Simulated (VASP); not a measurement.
Given:

```
CELL_PARAMETERS angstrom
      4.12000     0.00000     0.00000
      0.00000     4.12000     0.00000
      0.00000     0.00000     4.12000
ATOMIC_POSITIONS crystal
  Cs 0.00000 0.00000 0.00000
  Cl 0.50000 0.50000 0.50000
```

All values below come from eigenvalue-self-consistent GW0 on PBE orbitals, VASP's PBE PAW potentials (set 64) (plane waves; VASP). Numerical set-up: PREC = Normal, 500 eV cut-off, 4×4×4 Γ-centred mesh, Gaussian smearing of 0.010 eV, potentials Cs_sv_GW Cl_GW.

The mesh is coarse and the basis finite, so the quasiparticle values are not converged.

Question: The job: CsCl (CsCl type), 2 atoms, evGW0@PBE, GW step (160 bands), 500 eV, 4×4×4 Γ-centred mesh. Roughly how much core time does it take on a busy server core?

Answer: About 40 core-minutes (one run on a shared machine, a rough figure). It had 10 irreducible k-points, 160 bands, up to 1800 plane waves and 0 electronic steps.

The compound is CsCl in the CsCl type structure. The cell was not relaxed at this level.
